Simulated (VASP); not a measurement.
# Si (Fd-3m) in VASP: a series of runs, part 2 of 2

VASP 6.6.1. Earlier steps stand in the parts before.

### Step 3. Band structure, LDA

Input file INCAR:

```
PREC = Accurate
ENCUT = 450
EDIFF = 1E-6
ISMEAR = 0
SIGMA = 0.02
LREAL = False
LASPH = True
NELM = 120
ALGO = Normal
ISIF = 2
LWAVE = False
LCHARG = False
KPAR = 2
```

Input file KPOINTS:

```
Automatic mesh
0
Gamma
  10 10 10
```

Input file POSCAR:

```
Si                                      
1.0
    0.0000000000      2.7342859811      2.7342859811
    2.7342859811      0.0000000000      2.7342859811
    2.7342859811      2.7342859811      0.0000000000
  Si            
     2
Direct
     0.7500000000000000    0.7500000000000000    0.7500000000000000
     0.5000000000000000    0.5000000000000000    0.5000000000000000
```

Input file KPOINTS_OPT:

```
path GXWKGLUWLK,UX
10
line-mode
reciprocal
 0.0000000000  0.0000000000  0.0000000000  G
 0.5000000000  0.0000000000  0.5000000000  X

 0.5000000000  0.0000000000  0.5000000000  X
 0.5000000000  0.2500000000  0.7500000000  W

 0.5000000000  0.2500000000  0.7500000000  W
 0.3750000000  0.3750000000  0.7500000000  K

 0.3750000000  0.3750000000  0.7500000000  K
 0.0000000000  0.0000000000  0.0000000000  G

 0.0000000000  0.0000000000  0.0000000000  G
 0.5000000000  0.5000000000  0.5000000000  L

 0.5000000000  0.5000000000  0.5000000000  L
 0.6250000000  0.2500000000  0.6250000000  U

 0.6250000000  0.2500000000  0.6250000000  U
 0.5000000000  0.2500000000  0.7500000000  W

 0.5000000000  0.2500000000  0.7500000000  W
 0.5000000000  0.5000000000  0.5000000000  L

 0.5000000000  0.5000000000  0.5000000000  L
 0.3750000000  0.3750000000  0.7500000000  K

 0.6250000000  0.2500000000  0.6250000000  U
 0.5000000000  0.0000000000  0.5000000000  X
```

Potentials or basis: VASP PAW LDA potentials, release 64 (Si).

Started as:

```
cat potpaw_LDA.64/Si/POTCAR > POTCAR
mpirun -np 2 vasp_std > vasp.out
```

OUTCAR:

```text
PREC = Accurate
   ENCUT = 450
   EDIFF = 1E-6
   ISMEAR = 0
   LREAL = False
   LASPH = True
   NELM = 120
   ISIF = 2

 ion  position               nearest neighbor table
   1  0.750  0.750  0.750-   2 2.37   2 2.37   2 2.37   2 2.37
   2  0.500  0.500  0.500-   1 2.37   1 2.37   1 2.37   1 2.37

  LATTYP: Found a face centered cubic cell.
 ALAT       =     5.4685719622

  Lattice vectors:

 A1 = (   0.0000000000,   2.7342859811,   2.7342859811)
 A2 = (   2.7342859811,   0.0000000000,   2.7342859811)
 A3 = (   2.7342859811,   2.7342859811,   0.0000000000)

Analysis of symmetry for initial positions (statically):
=====================================================================
 Subroutine PRICEL returns:
 Original cell was already a primitive cell.

 Routine SETGRP: Setting up the symmetry group for a
 face centered cubic supercell.

 Subroutine GETGRP returns: Found 48 space group operations
 (whereof 24 operations were pure point group operations)
 out of a pool of 48 trial point group operations.

The static configuration has the point symmetry T_d .
 The point group associated with its full space group is O_h .
[... 167 lines left out ...]
 fundamental gap:      0.5120825707
 Fermi energy:         5.6638544389

 k-point     1 :       0.0000    0.0000    0.0000
  band No.  band energies     occupation
      1      -6.2570      2.00000
      2       5.5594      2.00000
      3       5.5594      2.00000
      4       5.5594      2.00000
      5       8.0741      0.00000
      6       8.0741      0.00000
      7       8.0741      0.00000
      8       8.5317      0.00000
[... 243 lines left out ...]
 k-point    24 :       0.4000    0.3000    0.0000
  band No.  band energies     occupation
      1      -4.1336      2.00000
      2       0.1605      2.00000
      3       2.7490      2.00000
      4       3.1707      2.00000
      5       6.5388      0.00000
      6       7.7234      0.00000
      7      12.3285      0.00000
      8      12.4894      0.00000

 [... further k-points ...]

------------------------ aborting loop because EDIFF is reached ----------------------------------------

  FORCE on cell =-STRESS in cart. coord.  units (eV):
  Direction    XX          YY          ZZ          XY          YZ          ZX
  --------------------------------------------------------------------------------------
  -------------------------------------------------------------------------------------
  Total       -0.8286299     -0.8286299     -0.8286299      0.0000000      0.0000000     -0.0000000
  in kB      -32.4720244    -32.4720244    -32.4720244      0.0000000      0.0000000     -0.0000000
  external PRESSURE =     -32.4720244 kB  Pullay stress =       0.0000000 kB

 VOLUME and BASIS-vectors are now :
 -----------------------------------------------------------------------------
  energy-cutoff  :      450.00
  volume of cell :       40.88
      direct lattice vectors                 reciprocal lattice vectors
     0.000000000  2.734285981  2.734285981    -0.182863096  0.182863096  0.182863096
     2.734285981  0.000000000  2.734285981     0.182863096 -0.182863096  0.182863096
     2.734285981  2.734285981  0.000000000     0.182863096  0.182863096 -0.182863096

 POSITION                                       TOTAL-FORCE (eV/Angst)
 -----------------------------------------------------------------------------------
      4.10143      4.10143      4.10143        -0.000000     -0.000000     -0.000000
      2.73429      2.73429      2.73429         0.000000      0.000000      0.000000
 -----------------------------------------------------------------------------------
    total drift:                                0.000000      0.000000     -0.000000

  FREE ENERGIE OF THE ION-ELECTRON SYSTEM (eV)
  ---------------------------------------------------
  free  energy   TOTEN  =       -11.9039036659 eV

  energy  without entropy=      -11.9039036659  energy(sigma->0) =      -11.90390367
```

Wall time 6.3 s (2 MPI ranks of Intel Xeon 6975P-C (Granite Rapids), shared host); peak memory 0.13 GiB.

Results:

* Free energy: -11.9039 eV
* Pressure: -3.2 GPa
* Band gap on the k mesh: 0.51 eV, indirect (least direct gap 2.51 eV)
* Band gap along the path: 0.52 eV, indirect (least direct gap 2.51 eV)

Levels at the corners of the path, in eV from the valence-band top:
```csv
point,band 2,band 3,band 4,band 5,band 6,band 7
Γ,0.00,0.00,0.00,2.51,2.51,2.51
X,-7.75,-2.80,-2.80,0.64,0.64,9.80
X,-7.75,-2.80,-2.80,0.64,0.64,9.80
W,-7.59,-3.79,-3.79,4.18,4.18,4.85
W,-7.59,-3.79,-3.79,4.18,4.18,4.85
K,-7.17,-4.24,-2.38,1.13,4.02,7.31
K,-7.17,-4.24,-2.38,1.13,4.02,7.31
Γ,0.00,0.00,0.00,2.51,2.51,2.51
Γ,0.00,0.00,0.00,2.51,2.51,2.51
L,-6.89,-1.18,-1.18,1.35,3.30,3.30
L,-6.89,-1.18,-1.18,1.35,3.30,3.30
U,-7.17,-4.24,-2.38,1.13,4.02,7.31
U,-7.17,-4.24,-2.38,1.13,4.02,7.31
W,-7.59,-3.79,-3.79,4.18,4.18,4.85
W,-7.59,-3.79,-3.79,4.18,4.18,4.85
L,-6.89,-1.18,-1.18,1.35,3.30,3.30
L,-6.89,-1.18,-1.18,1.35,3.30,3.30
K,-7.17,-4.24,-2.38,1.13,4.02,7.31
U,-7.17,-4.24,-2.38,1.13,4.02,7.31
X,-7.75,-2.80,-2.80,0.64,0.64,9.80
```

### Step 4. Band structure, PBE

Changes to INCAR since step 3:

```diff
@@ -12,2 +12,3 @@
 LCHARG = False
+GGA = PE
 KPAR = 2
```

KPOINTS is that of step 3.

POSCAR is that of step 3.

KPOINTS_OPT is that of step 3.

Potentials or basis: VASP PAW PBE potentials, release 64 (Si).

Started as:

```
cat potpaw_PBE.64/Si/POTCAR > POTCAR
mpirun -np 2 vasp_std > vasp.out
```

Run time: 6.9 s. Hardware: 2 MPI ranks of Intel Xeon 6975P-C (Granite Rapids), shared host; peak memory 0.14 GiB.

It converged, with:

```
Free energy             : -10.8492 eV
Pressure                : 0.0 GPa
Band gap on the k mesh  : 0.62 eV, indirect (least direct gap 2.56 eV)
Band gap along the path : 0.62 eV, indirect (least direct gap 2.56 eV)
```

Levels at the corners of the path, in eV from the valence-band top:
```tsv
point	band 1	band 2	band 3	band 4	band 5	band 6	band 7	band 8
Γ	-11.82	0.00	0.00	0.00	2.56	2.56	2.56	3.13
X	-7.75	-7.75	-2.79	-2.79	0.75	0.75	9.94	9.94
X	-7.75	-7.75	-2.79	-2.79	0.75	0.75	9.94	9.94
W	-7.59	-7.59	-3.76	-3.76	4.27	4.27	4.93	4.93
W	-7.59	-7.59	-3.76	-3.76	4.27	4.27	4.93	4.93
K	-8.16	-7.16	-4.20	-2.38	1.23	4.11	7.38	7.92
K	-8.16	-7.16	-4.20	-2.38	1.23	4.11	7.38	7.95
Γ	-11.82	0.00	0.00	0.00	2.56	2.56	2.56	3.13
Γ	-11.82	0.00	0.00	0.00	2.56	2.56	2.56	3.13
L	-9.54	-6.87	-1.18	-1.18	1.47	3.35	3.35	7.70
L	-9.54	-6.87	-1.18	-1.18	1.47	3.35	3.35	7.70
U	-8.16	-7.16	-4.20	-2.38	1.23	4.11	7.38	7.94
U	-8.16	-7.16	-4.20	-2.38	1.23	4.11	7.38	7.95
W	-7.59	-7.59	-3.76	-3.76	4.27	4.27	4.93	4.93
W	-7.59	-7.59	-3.76	-3.76	4.27	4.27	4.93	4.93
L	-9.54	-6.87	-1.18	-1.18	1.47	3.35	3.35	7.70
L	-9.54	-6.87	-1.18	-1.18	1.47	3.35	3.35	7.70
K	-8.16	-7.16	-4.20	-2.38	1.23	4.11	7.38	7.92
U	-8.16	-7.16	-4.20	-2.38	1.23	4.11	7.38	7.92
X	-7.75	-7.75	-2.79	-2.79	0.75	0.75	9.94	9.95
```

### Step 5. Summary

| task | level | potentials or basis | further INCAR settings | gap on the mesh (eV) | pressure (GPa) |
| --- | --- | --- | --- | --- | --- |
| dielectric tensor | PBE | VASP PAW PBE potentials, release 64 (Si) | ALGO = Normal; EDIFF = 1e-08 | 0.62 | - |
| band structure | LDA | VASP PAW LDA potentials, release 64 (Si) | ALGO = Normal; EDIFF = 1e-06 | 0.51 | -3.2 |
| band structure | PBE | VASP PAW PBE potentials, release 64 (Si) | ALGO = Normal; EDIFF = 1e-06 | 0.62 | 0.0 |

Alike in all rows: no spin polarisation; cell as given; k mesh 10 × 10 × 10; cutoff (eV) 450; smearing gaussian 0.02 eV.

Caveats: the gap is small at this level, which inflates the dielectric constant (some runs).

Total energies depend on the potentials used, so only differences within one code and one set of settings carry meaning.
